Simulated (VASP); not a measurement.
Level of theory: PBE GGA with D4 dispersion, VASP's PBE PAW potentials (set 64) (plane waves; VASP).

Input for VASP

**POSCAR**
```
BaZrO3
1
    4.2992282183     0.0000000000     0.0000000000
    0.0000000000     4.2992282183     0.0000000000
    0.0000000000     0.0000000000     4.2992282183
Ba Zr O
1 1 3
Direct
  0.0000000000   0.0000000000   0.0000000000
  0.5000000000   0.5000000000   0.5000000000
  0.5000000000   0.0000000000   0.5000000000
  0.0000000000   0.5000000000   0.5000000000
  0.5000000000   0.5000000000   0.0000000000
```

### INCAR
```
SYSTEM  =  BaZrO3
NELM  =  100   ! most electronic steps
LCHARG  =  .FALSE.
LASPH  =  .TRUE.
GGA  =  PE   ! PBE
LWAVE  =  .FALSE.
EDIFF  =  1E-7   ! SCF stop (eV)
LREAL  =  .FALSE.
LMAXMIX  =  4   ! l cut-off of mixed one-centre charges
ISMEAR  =  0
PREC  =  Accurate
ALGO  =  Normal
ENCUT  =  520
IVDW  =  13   ! D4
SIGMA  =  0.05
ISIF  =  2   ! forces and stress, cell fixed
```

### KPOINTS
```
Automatic mesh
0
Gamma
5 5 5
0 0 0
```

POTCAR, in this order: Ba_sv Zr_sv O (PBE.64 set). Program: vasp_std.

The resulting files:

**OSZICAR**
```
       N       E                     dE             d eps       ncg     rms          rms(c)
DAV:   1     0.320596898504E+03    0.32060E+03   -0.22225E+04   480   0.162E+03
DAV:   2    -0.282101958394E+02   -0.34881E+03   -0.34195E+03   600   0.383E+02
DAV:   3    -0.489151560906E+02   -0.20705E+02   -0.20686E+02   776   0.944E+01
DAV:   4    -0.494629534657E+02   -0.54780E+00   -0.54765E+00   656   0.122E+01
DAV:   5    -0.494797353768E+02   -0.16782E-01   -0.16782E-01   680   0.143E+00    0.262E+01
DAV:   6    -0.417199083766E+02    0.77598E+01   -0.50533E+01   600   0.435E+01    0.116E+01
DAV:   7    -0.416847231897E+02    0.35185E-01   -0.43464E+00   712   0.112E+01    0.671E+00
DAV:   8    -0.416574967374E+02    0.27226E-01   -0.43439E-01   640   0.520E+00    0.684E-01
DAV:   9    -0.416579807129E+02   -0.48398E-03   -0.67903E-02   736   0.148E+00    0.541E-01
DAV:  10    -0.416603089128E+02   -0.23282E-02   -0.19560E-02   672   0.122E+00    0.299E-01
DAV:  11    -0.416597444568E+02    0.56446E-03   -0.32286E-03   648   0.484E-01    0.390E-02
DAV:  12    -0.416598039969E+02   -0.59540E-04   -0.20217E-04   600   0.109E-01    0.254E-02
DAV:  13    -0.416598045801E+02   -0.58321E-06   -0.27508E-05   760   0.344E-02    0.513E-03
DAV:  14    -0.416598055612E+02   -0.98114E-06   -0.35905E-06   592   0.150E-02    0.251E-03
DAV:  15    -0.416598054044E+02    0.15685E-06   -0.38286E-07   672   0.452E-03    0.719E-04
DAV:  16    -0.416598053748E+02    0.29620E-07   -0.40275E-08   376   0.155E-03
   1 F= -.42585646E+02 E0= -.42585646E+02  d E =-.388888E-12
```

### OUTCAR
```
------------------------ aborting loop because EDIFF is reached ----------------------------------------
  Edisp (eV):   -0.92584
  FORCE on cell =-STRESS in cart. coord.  units (eV):
  Direction    XX          YY          ZZ          XY          YZ          ZX
  --------------------------------------------------------------------------------------
  Total      -3.91881    -3.91881    -3.91881     0.00000     0.00000    -0.00000
  in kB     -79.01206   -79.01206   -79.01206     0.00000     0.00000    -0.00000
  external pressure =      -79.01 kB  Pullay stress =        0.00 kB
  volume of cell :       79.46
      direct lattice vectors                 reciprocal lattice vectors
     4.299228218  0.000000000  0.000000000     0.232599888  0.000000000  0.000000000
     0.000000000  4.299228218  0.000000000     0.000000000  0.232599888  0.000000000
     0.000000000  0.000000000  4.299228218     0.000000000  0.000000000  0.232599888
 POSITION                                       TOTAL-FORCE (eV/Angst)
 -----------------------------------------------------------------------------------
      0.00000      0.00000      0.00000         0.000000      0.000000      0.000000
      2.14961      2.14961      2.14961         0.000000      0.000000      0.000000
      2.14961      0.00000      2.14961         0.000000      0.000000      0.000000
      0.00000      2.14961      2.14961         0.000000      0.000000      0.000000
      2.14961      2.14961      0.00000         0.000000      0.000000      0.000000
 -----------------------------------------------------------------------------------
    total drift:                                0.000000     -0.000000     -0.000000
  FREE ENERGIE OF THE ION-ELECTRON SYSTEM (eV)
  ---------------------------------------------------
  free  energy   TOTEN  =       -42.5856464195 eV

  energy  without entropy=      -42.5856464195  energy(sigma->0) =      -42.58564642
```
(Selected blocks of OUTCAR.)

The compound is BaZrO3 in the cubic perovskite structure. This cell is one point of a volume scan, at 1.06 of the reference volume.
